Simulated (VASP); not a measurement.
Wanted: the native input for a VASP 6.6.1 run.

* Task: relaxation of cell and atoms
* Functional: PBEsol
* Potentials or basis: VASP PAW PBE potentials, release 64 (Ce, Zn, Ni)
* Cutoff: 600 eV
* k mesh: 5 × 5 × 5
* Occupations: fermi-dirac, width 0.05 eV
* Spin: collinear spin, ferromagnetic start
* Starting moments: [1.0, 0.0, 0.0, 1.0] μB
* Further INCAR settings: ALGO = Normal; EDIFF = 1e-07; IBRION = 2; EDIFFG = -0.02; NSW = 60; ISIF = 3

The structure of CeZn2Ni lies in POSCAR:

```
CeZn2Ni
1.0
    3.8643900000      0.0000000000      0.0000000000
    0.0000000000      3.8643900000      0.0000000000
    0.0000000000      0.0000000000      4.9192680000
Ce Zn Ni
1 2 1
Direct
    0.0000000000      0.0000000000      0.0000000000
    0.0000000000      0.5000000000      0.5000000000
    0.5000000000      0.0000000000      0.5000000000
    0.5000000000      0.5000000000      0.0000000000
```

The cell comes from a database or a generator and needn't be the stable form of this composition.

These files were run (other wordings do the same):

INCAR

```
PREC = Accurate
ENCUT = 600
EDIFF = 1E-7
ISMEAR = -1
SIGMA = 0.05
LREAL = F
LASPH = T
NELM = 150
ALGO = Normal
ISIF = 3
LWAVE = F
LCHARG = F
ISPIN = 2
MAGMOM = 1 0 0 1
LORBIT = 11
LMAXMIX = 6
GGA = PS
IBRION = 2
NSW = 60
EDIFFG = -0.02
```

KPOINTS

```
Automatic mesh
0
Gamma
  5 5 5
```

Potentials or basis: VASP PAW PBE potentials, release 64 (Ce, Zn, Ni).

The run is started by

```console
$ cat potpaw_PBE.64/Ce/POTCAR potpaw_PBE.64/Zn/POTCAR potpaw_PBE.64/Ni/POTCAR > POTCAR
$ mpirun -np 1 vasp_std > vasp.out
```

It gave:

The relaxed volume is 17.45 Å³/atom, the relaxed cell is a = 3.795 Å, b = 3.795 Å, c = 4.846 Å, α = 90.00°, β = 90.00°, γ = 90.00° and the space group after relaxing (to 0.05 Å) is P4/mmm (No. 123). The energy gained by relaxing is 12.0 meV/atom and the ionic steps are 3. The pressure after relaxing is 0.0 GPa, the band gap on the k mesh is none (metal or under the smearing width) and the net moment is 0.00 μB per cell. The valence electrons inside the program's atomic spheres are Ce 9.81; Zn 10.78; Ni 9.24.

Caveat: the magnetic or orbital state may not be the lowest; the PAW data sets were made with another functional, which shifts forces and pressure a little; spin-orbit coupling is left out, which moves the levels of the heavy elements; without U or exact exchange the open f shell lies at the Fermi level, which spoils levels, moments and volumes.

It took 3.2 min on 1 thread of Intel(R) Xeon(R) 6975P-C (Granite Rapids), on a shared host, peak memory 0.3 GiB.
